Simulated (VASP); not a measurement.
The cell holds one Mg (hcp) (1 0 -1 0) slab, with vacuum along c, ions free to move until forces fall under 0.03 eV/Å, no reconstruction beyond this cell, dipole correction on.

Data:

```
Mg
1.0
    5.09143     0.00000     0.00000
    0.00000     3.19092     0.00000
    0.00000     0.00000    25.96449
Mg
8
Cartesian
  1.27286   1.59546   9.21593
  3.81857   0.00000   8.49283
  1.27286   0.00000  11.99672
  3.81857   1.59546  11.23991
  1.27286   1.59546  14.72459
  3.81857   0.00000  13.96778
  1.27286   0.00000  17.47166
  3.81857   1.59546  16.74856
```

Method: PBEsol GGA, VASP's PBE PAW potentials (set 64) (plane waves; VASP). Run with 400 eV cut-off, 6×9×1 Γ-centred mesh, first-order Methfessel-Paxton smearing of 0.10 eV, potentials Mg.

Slab and bulk use different k-meshes, so the surface energy is good to a few per cent at best.

| Item | Value |
|---|---|
| surface energy | 0.70 J/m^2 |
| work function | 3.64 eV |
| band gap (on the k-mesh) | none (metal, semimetal or under 0.01 eV) |

The cell is a thin slab with vacuum, built from Mg (hcp): (100) face.
